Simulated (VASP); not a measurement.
# How biaxial strain in the (110) plane changes C, part 2 of 2

Wanted: the response of C to biaxial strain in the (110) plane, as a table, with a fit that predicts a row left out.

VASP 6.6.1, plane waves and PAW; the level of theory is named at each step.

So far: Set-up; Relax the crystal, LDA; Strain along the normal, LDA; Band edges, TB-mBJ with spin-orbit coupling; Band edges, r2SCAN with spin-orbit coupling.

## (5) Band edges, r2SCAN with spin-orbit coupling (continued)

Level of this step: r2SCAN, spin-orbit coupling; plane waves and PAW (C) (VASP).

Parts of OUTCAR (step 5):

```text
  Total        0.4366555      0.4366555      0.2360072      0.2404203      0.0000000      0.0000000
  in kB       62.8317288     62.8317288     33.9598226     34.5948277      0.0000000      0.0000000
  external PRESSURE =      53.2077601 kB  Pullay stress =       0.0000000 kB

 POSITION                                       TOTAL-FORCE (eV/Angst)
 -----------------------------------------------------------------------------------
      1.76563      1.76563      3.55114         0.000000      0.000000      0.003079
      0.88281      0.88281      0.88812        -0.000000     -0.000000     -0.003079
 -----------------------------------------------------------------------------------
    total drift:                                0.000000     -0.000000      0.000000

  FREE ENERGIE OF THE ION-ELECTRON SYSTEM (eV)
  ---------------------------------------------------
  free  energy   TOTEN  =       -37.6248574885 eV

  energy  without entropy=      -37.6248574885  energy(sigma->0) =      -37.62485749

[... 2 parts as in an earlier step ...]

[... 1 further part left out ...]
[key lines of the parts left out:]
E-fermi :  10.3286
```

This run gave:

| Quantity | Value |
| --- | --- |
| energy(sigma→0) of the program | -37.6249 eV |
| stress, compression positive | 9.74 along [110], 3.11 across it (mean), GPa |

The run ends at a pressure of 5.32 GPa, with forces up to 0.0031 eV/Å.

## (6) The whole series

Runs beyond LDA use the data sets made with LDA; this shifts their levels slightly, and their total energies have another zero (at TB-mBJ, which has no energy functional, they mean nothing).

The other members went through these steps as far as the tables show, with the same cutoff and, step by step, the same mesh; 48 runs are not shown. The session took 2.0 core hours (wall time by ranks) on a shared machine.

```tsv
in-plane strain (%)	strain along the normal (%)	mean of the two in-plane stresses, tension positive (GPa)	energy above the unstrained row (meV/atom)	gap on the mesh, LDA (eV)
-2.000	0.342	-28.099	19.793	3.892
-1.000	0.163	-13.539	5.114	4.045
-0.500	0.081	-6.653	1.386	4.109
0	0.004	-0.034	0.000	4.166
0.500	-0.070	6.330	0.803	4.097
1.000	-0.138	12.441	3.797	4.030
1.500	-0.203	18.300	8.899	3.966
2.000	-0.265	23.912	16.043	3.904
```

Slopes at zero strain, from cubics through all rows: strain ratio -0.150, stress over strain 1298 GPa.

Band edges at TB-mBJ with spin-orbit coupling, counted from the valence-band top at Γ, spin-orbit pairs averaged, with one row partly withheld:

```tsv
in-plane strain (%)	gap (eV)	conduction band at Γ (eV)	Δ or X valley along z (eV)	Δ or X valley along x (eV)	lowest conduction level at L, [111] (eV)	lowest conduction level at L, [-111] (eV)	second valence level below the top (eV)	third valence level below the top (eV)
-2.000	4.674	6.412	4.674	5.036	9.640	9.330	0.121	0.255
-1.000	4.854	6.551	4.851	5.010	9.626	9.486	0.069	0.124
-0.500	4.926	?	4.925	4.999	9.623	9.554	0.036	0.062
0	4.987	6.687	4.986	4.987	9.616	9.615	0.000	0.012
0.500	4.925	6.553	4.988	4.924	9.489	9.453	0.021	0.060
1.000	4.862	6.412	4.982	4.861	9.280	9.259	0.036	0.117
1.500	4.802	6.273	4.970	4.803	9.076	9.065	0.048	0.173
2.000	4.743	6.137	4.951	4.744	8.875	8.873	0.059	0.228
```

Band edges at r2SCAN with spin-orbit coupling, counted from the valence-band top at Γ, spin-orbit pairs averaged:

```tsv
in-plane strain (%)	gap (eV)	conduction band at Γ (eV)	Δ or X valley along z (eV)	Δ or X valley along x (eV)	lowest conduction level at L, [111] (eV)	lowest conduction level at L, [-111] (eV)	second valence level below the top (eV)	third valence level below the top (eV)
-2.000	4.075	5.622	4.074	4.459	9.011	8.736	0.114	0.241
-1.000	4.248	5.760	4.248	4.416	8.993	8.859	0.066	0.118
-0.500	4.318	5.833	4.319	4.398	8.988	8.922	0.035	0.060
0	4.377	5.897	4.378	4.378	8.979	8.979	0.000	0.014
0.500	4.310	5.762	4.379	4.311	8.876	8.864	0.021	0.058
1.000	4.244	5.620	4.371	4.244	8.769	8.707	0.035	0.112
1.500	4.180	5.480	4.357	4.181	8.664	8.532	0.046	0.165
2.000	4.117	5.342	4.335	4.118	8.559	8.348	0.057	0.219
```

## (7) Working out the slope

The quantity to fit is the conduction level at Γ above the mean of the three top valence levels at TB-mBJ with spin-orbit coupling: 6.537, 6.615, 6.691, 6.580, 6.463, 6.347, 6.233 eV in the rows shown.

Fitting a parabola to the 7 known rows (e: strain in %) gives E = − 0.06615 e² − 0.07916 e + 6.636 in eV; the residuals are 0.029 eV r.m.s.

For the withheld row, e = -0.5, the fit gives 6.6591 eV.

## (8) The withheld row

The calculation gives 6.6560 eV, so the prediction is 0.0031 eV too high, within twice the residual of the fit.

The rows do not lie on one parabola (a picked bound of 1 % of their span for the r.m.s. residual). Levels that cross, a degenerate level that splits or an edge that moves to another point can do that; which it is was not traced. So the linear term is no slope at zero strain, and none is listed.

## (9) What came out

```
ratio of normal to in-plane strain                          : -0.150
biaxial modulus                                             : 1298 GPa
gap of the unstrained cell, TB-mBJ with spin-orbit coupling : 4.99 eV
gap of the unstrained cell, r2SCAN with spin-orbit coupling : 4.38 eV
error of the predicted row                                  : 3.1 meV
```

In words: As a check, the curvature of the energy gives 1297 GPa for the same modulus (energy per volume = M × strain²), 0 % from the slope of the stress. The energy also has a linear term worth 0.82 GPa that the stress column lacks, a mark of the finite basis. At TB-mBJ with spin-orbit coupling the lowest conduction valley is Δ or X throughout, and the gap runs between 4.67 and 4.99 eV. At r2SCAN with spin-orbit coupling the lowest conduction valley is Δ or X throughout, and the gap runs between 4.08 and 4.38 eV. Hole masses are left out throughout, since the top bands are degenerate or cross in many series; of conduction masses, those of the Γ, L and (for Si and Ge under (001) strain) Δ valleys are kept where they change by under an eighth between rows. A measured gap of unstrained C is 5.5 eV (arxiv:1902.02958, band gap, experimental literature value, temperature not given); the static gaps here belong to the lattice relaxed at LDA. TB-mBJ is a potential fitted for gaps; it has no energy functional, so its total energies and forces mean nothing, and its bands tend to come out too narrow. r2SCAN opens gaps somewhat over GGA but leaves them below measured values as a rule. Δ or X levels are the lowest on their line, refined by a parabola unless they lie at X; the gap is read from all points sampled and can differ from the lowest valley by some meV, or by tens of meV where strain moves the valence top off Γ. Temperature, zero-point motion and excitons are left out.

[Lines on the potential files, build, host, timing and source positions are cut from VASP's logs without a mark.]

[Logs are printed without paths, hosts, clocks, repeated set-up lines and the standing remarks that a program may print on its own settings, such as how far it seeks lower states.]

[Hosts, paths, dates, database ids (printed as entryN), source tags and the programs' standing remarks are cut or masked in the printed files.]

[In band tables of VASP the shares of atoms and orbitals are scaled to a sum of 1 inside the atoms' spheres.]
